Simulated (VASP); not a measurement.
# LuSi2Ru2: single point with PBE

Crystal: LuSi2Ru2.

```
Lu Ru Si
1.0
     3.70705   -0.33594   -1.03039
    -0.09234    4.53151    0.06583
     0.46558   -0.31271    5.01294
Lu Ru Si
1 2 2
Cartesian
  0.4594 2.0346 1.1926
  2.8671 0.9409 2.5713
  1.9559 -0.0344 -0.1810
  0.5447 4.2773 2.6620
  1.2921 2.3933 3.6680
```

The cell was built by a generator and needn't be a form met in nature.

```json
{
 "Program": "VASP 6.6.1",
 "Task": "single point",
 "Functional": "PBE",
 "Potentials or basis": "VASP PAW PBE potentials, release 64 (Lu, Ru_pv, Si)",
 "Cutoff": "520 eV",
 "k mesh": "4 × 3 × 3",
 "Occupations": "fermi-dirac, width 0.1 eV",
 "Spin": "no spin polarisation",
 "Dipole correction": "no",
 "Further INCAR settings": "ALGO = Normal; EDIFF = 1e-06; NBANDS = 38"
}
```

* Pressure: 4.9 GPa
* Largest force: 1.724 eV/Å
* Band gap on the k mesh: none (metal or under the smearing width)

Forces on the atoms (eV/Å):
```
Lu  -0.507  0.136 -1.642
Ru   0.136 -0.235  0.414
Ru  -0.733 -0.101  0.678
Si   0.021  0.653 -0.173
Si   1.083 -0.453  0.723
```

Stress tensor (GPa, compression positive):
```
-5.97  0.98 -4.62
 0.98 13.71 -0.86
-4.62 -0.86  6.88
```

Levels at points of the mesh, in eV from the Fermi level:
| k point | band 27 | band 28 | band 29 | band 30 | band 31 | band 32 | band 33 | band 34 | band 35 | band 36 |
| --- | --- | --- | --- | --- | --- | --- | --- | --- | --- | --- |
| (0.00, 0.00, 0.00) | -1.34 | -1.22 | -0.87 | -0.62 | -0.37 | 0.41 | 1.09 | 2.37 | 2.94 | 3.84 |
| (0.50, 0.00, 0.00) | -1.60 | -1.18 | -1.10 | -0.37 | -0.05 | 0.51 | 1.50 | 1.84 | 2.94 | 3.56 |

Wall time 57 s on 1 thread of Intel(R) Xeon(R) 6975P-C (Granite Rapids), with other jobs on the host, peak memory 0.23 GiB.

Caveat: the k mesh is coarse (spacing up to 0.47 Å⁻¹), so the values aren't converged. Spin-orbit coupling is left out, which matters for the levels of Lu.
